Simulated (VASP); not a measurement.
Input:

```
CELL_PARAMETERS angstrom
     -1.43500     1.43500     1.43500
      1.43500    -1.43500     1.43500
      1.43500     1.43500    -1.43500
ATOMIC_POSITIONS crystal
  Fe 0.00000 0.00000 0.00000
```
Starting moments (μB, in the order of the record's atoms Fe): 2.5.

All values below come from PW91 GGA, VASP's PBE PAW potentials (set 64) (plane waves; VASP 6.6.1). Numerical set-up: 520 eV cut-off, 16×16×16 Γ-centred mesh, first-order Methfessel-Paxton smearing of 0.10 eV, potentials Fe.

Energy and stress use the plane-wave basis of the starting cell.

Question: The ions, cell shape and volume are relaxed. Which structure does the run end with?

Answer: 
```
CELL_PARAMETERS angstrom
     -1.41402     1.41402     1.41402
      1.41402    -1.41402     1.41402
      1.41402     1.41402    -1.41402
ATOMIC_POSITIONS crystal
  Fe 0.00000 0.00000 0.00000
```
Space group Im-3m (229), at a tolerance of 0.03 Å. The cell ends with 2.15 μB, on the sites 2.14 μB.

Question: How do energy and volume change from the first to the last step?

Answer: The energy (σ→0) changes by -11.2 meV/atom and the volume by -4.3 %, in 3 ionic steps.

```json
[
 {"step": "1", "E(σ→0) (eV)": "-8.1414", "max force (eV/Å)": "0.000", "pressure (GPa)": "-6.76", "volume (Å³)": "11.82"},
 {"step": "2", "E(σ→0) (eV)": "-8.1473", "max force (eV/Å)": "0.000", "pressure (GPa)": "5.59", "volume (Å³)": "10.99"},
 {"step": "3", "E(σ→0) (eV)": "-8.1526", "max force (eV/Å)": "0.000", "pressure (GPa)": "-0.09", "volume (Å³)": "11.31"}
]
```

The compound is Fe in the bcc structure. This run relaxes it. Symmetry was kept, so distortions that lower it aren't found.
